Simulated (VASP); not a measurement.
Level of theory: PBE GGA, VASP's PBE PAW potentials (set 64) (plane waves; VASP).

Input for VASP

KPOINTS:
```
Automatic mesh
0
Monkhorst-Pack
7 7 4
0 0 0
```

**INCAR**
```
SYSTEM=SnSe2
PREC=Accurate; ENCUT=400; LREAL=.False.
LASPH=.True.
EDIFF=1E-6; NELM=100; ALGO=Normal
LMAXMIX=4
ISMEAR=0; SIGMA=0.05
GGA=PE
ISIF=2
LWAVE=.False.; LCHARG=.False.
```

POSCAR:
```
SnSe2
1.0
  1.9012880000  -3.2833080000   0.0000000000
  1.9012880000   3.2833080000   0.0000000000
  0.0000000000   0.0000000000   6.3106940000
Sn Se
1 2
Cart
  0.0000000000   0.0000000000   0.0000000000
  1.9012880000   1.0944381889   1.5776735000
  1.9835605343  -1.0944381889   4.7330205000
```

POTCAR, in this order: Sn_d Se (PBE.64 set). Program: vasp_std.

Output of the run:

**OUTCAR**
```
 ion  position               nearest neighbor table
   1  0.000  0.000  0.000-   3 2.64   2 2.70   3 2.70   2 2.70   2 2.70   3 2.76
   2  0.333  0.667  0.250-   1 2.70   1 2.70   1 2.70
   3  0.688  0.355  0.750-   1 2.64   1 2.70   1 2.76
  LATTYP: Found a base centered orthorhombic cell.
 ALAT       =     3.8025760000
 B/A-ratio  =     1.7268861950
 C/A-ratio  =     1.6595839242
 Subroutine PRICEL returns:
 Original cell was already a primitive cell.
 Subroutine GETGRP returns: Found  1 space group operations
The static configuration has the point symmetry C_1 .
The dynamic configuration has the point symmetry C_1 .
 Subroutine INISYM returns: Found  1 space group operations
 Subroutine IBZKPT returns following result:
 Found     98 irreducible k-points:

 Following reciprocal coordinates:
            Coordinates               Weight
  0.000000  0.000000  0.125000      2.000000
  0.142857  0.000000  0.125000      2.000000
 -0.142857 -0.000000  0.125000      2.000000
  0.000000  0.142857 -0.125000      2.000000
 -0.000000 -0.142857 -0.125000      2.000000
  0.285714 -0.000000  0.125000      2.000000
 -0.285714  0.000000  0.125000      2.000000
 -0.000000  0.285714 -0.125000      2.000000
  0.000000 -0.285714 -0.125000      2.000000
  0.428571 -0.000000  0.125000      2.000000
 -0.428571  0.000000  0.125000      2.000000
 -0.000000  0.428571 -0.125000      2.000000
  0.000000 -0.428571 -0.125000      2.000000
  0.142857  0.142857  0.125000      2.000000
 -0.142857 -0.142857  0.125000      2.000000
  0.285714  0.142857  0.125000      2.000000
 -0.285714 -0.142857  0.125000      2.000000
  0.142857  0.285714 -0.125000      2.000000
 -0.142857 -0.285714 -0.125000      2.000000
  0.428571  0.142857  0.125000      2.000000
 -0.428571 -0.142857  0.125000      2.000000
...
```

OSZICAR:
```
       N       E                     dE             d eps       ncg     rms          rms(c)
DAV:   1     0.180685621506E+03    0.18069E+03   -0.10958E+04  3350   0.146E+03
DAV:   2     0.636004622860E+01   -0.17433E+03   -0.17149E+03  3680   0.348E+02
DAV:   3    -0.115209984723E+02   -0.17881E+02   -0.17334E+02  4151   0.111E+02
DAV:   4    -0.120452341429E+02   -0.52424E+00   -0.52354E+00  4217   0.205E+01
DAV:   5    -0.120572198466E+02   -0.11986E-01   -0.11984E-01  5060   0.305E+00    0.509E+00
DAV:   6    -0.118102913134E+02    0.24693E+00   -0.60159E-01  4972   0.870E+00    0.330E+00
DAV:   7    -0.117914449996E+02    0.18846E-01   -0.16452E-01  4210   0.291E+00    0.995E-01
DAV:   8    -0.117913082006E+02    0.13680E-03   -0.13054E-02  4198   0.119E+00    0.278E-01
DAV:   9    -0.117917804090E+02   -0.47221E-03   -0.14655E-03  3962   0.308E-01    0.823E-02
DAV:  10    -0.117917879913E+02   -0.75822E-05   -0.12767E-04  4726   0.894E-02    0.325E-02
DAV:  11    -0.117918192187E+02   -0.31227E-04   -0.52988E-05  3717   0.444E-02    0.841E-03
DAV:  12    -0.117918193883E+02   -0.16963E-06   -0.20979E-06  3900   0.132E-02
   1 F= -.11791819E+02 E0= -.11791819E+02  d E =-.653704E-18
```

File OUTCAR:
```
------------------------ aborting loop because EDIFF is reached ----------------------------------------
  FORCE on cell =-STRESS in cart. coord.  units (eV):
  Direction    XX          YY          ZZ          XY          YZ          ZX
  --------------------------------------------------------------------------------------
  Total        1.9344604      2.0363514      1.7586872      0.1078667      0.0221035      0.4684391
  in kB       39.3372301     41.4091822     35.7628841      2.1934677      0.4494753      9.5257046
  external PRESSURE =      38.8364321 kB  Pullay stress =       0.0000000 kB
  volume of cell :       78.79
      direct lattice vectors                 reciprocal lattice vectors
     1.901288000 -3.283308000  0.000000000     0.262979622 -0.152285439  0.000000000
     1.901288000  3.283308000  0.000000000     0.262979622  0.152285439  0.000000000
     0.000000000  0.000000000  6.310694000     0.000000000  0.000000000  0.158461177
 POSITION                                       TOTAL-FORCE (eV/Angst)
 -----------------------------------------------------------------------------------
      0.00000      0.00000      0.00000         0.241545      0.030969      0.036982
      1.90129      1.09444      1.57767         0.053130     -0.009004      0.357315
      1.98356     -1.09444      4.73302        -0.294675     -0.021965     -0.394297
 -----------------------------------------------------------------------------------
    total drift:                               -0.000005      0.000054      0.000015
  FREE ENERGIE OF THE ION-ELECTRON SYSTEM (eV)
  ---------------------------------------------------
  free  energy   TOTEN  =       -11.7918193883 eV

  energy  without entropy=      -11.7918193883  energy(sigma->0) =      -11.79181939
```
(Selected blocks of OUTCAR.)

File OUTCAR:
```
 val. band max:        3.9950947560   @ k =   0.0000   0.1429  -0.1250

 cond. band min:       4.5843717227   @ k =  -0.4286   0.0000   0.3750


 Fermi energy:         4.2932990665

 k-point     1 :       0.0000    0.0000    0.1250
  band No.  band energies     occupation
      1     -17.2879      2.00000
      2     -17.2852      2.00000
      3     -17.2452      2.00000
      4     -17.2333      2.00000
      5     -17.2327      2.00000
      6      -9.8796      2.00000
      7      -8.3158      2.00000
      8      -2.0875      2.00000
      9       3.2571      2.00000
     10       3.3374      2.00000
     11       3.5069      2.00000
     12       3.7430      2.00000
     13       3.7563      2.00000
     14       5.3953      0.00000
     15       7.0767      0.00000
     16       8.4955      0.00000
     17       8.7656      0.00000

 k-point     2 :       0.1429    0.0000    0.1250
  band No.  band energies     occupation
      1     -17.2953      2.00000
      2     -17.2788      2.00000
      3     -17.2396      2.00000
      4     -17.2380      2.00000
      5     -17.2323      2.00000
      6      -9.6788      2.00000
      7      -8.1851      2.00000
      8      -2.0519      2.00000
      9       1.7829      2.00000
     10       2.5975      2.00000
     11       2.7165      2.00000
     12       3.7582      2.00000
     13       3.9317      2.00000
     14       6.2729      0.00000
     15       7.6593      0.00000
     16       8.5543      0.00000
     17       9.0155      0.00000

 k-point     3 :      -0.1429   -0.0000    0.1250
  band No.  band energies     occupation
      1     -17.2953      2.00000
      2     -17.2788      2.00000
      3     -17.2396      2.00000
      4     -17.2380      2.00000
      5     -17.2324      2.00000
      6      -9.6783      2.00000
      7      -8.1853      2.00000
      8      -2.0718      2.00000
      9       1.8905      2.00000
     10       2.7281      2.00000
     11       2.8141      2.00000
...
```

Unless said otherwise, spin-orbit coupling is left out, though it shifts the bands of the heavy elements here.

The compound is SnSe2 in the 1T layered structure. The cell was not relaxed at this level, atoms are displaced from their ideal sites. The run is one of a series of settings (KPOINTS 7×7×4 Monkhorst-Pack mesh against the base run), some of them coarse on purpose.
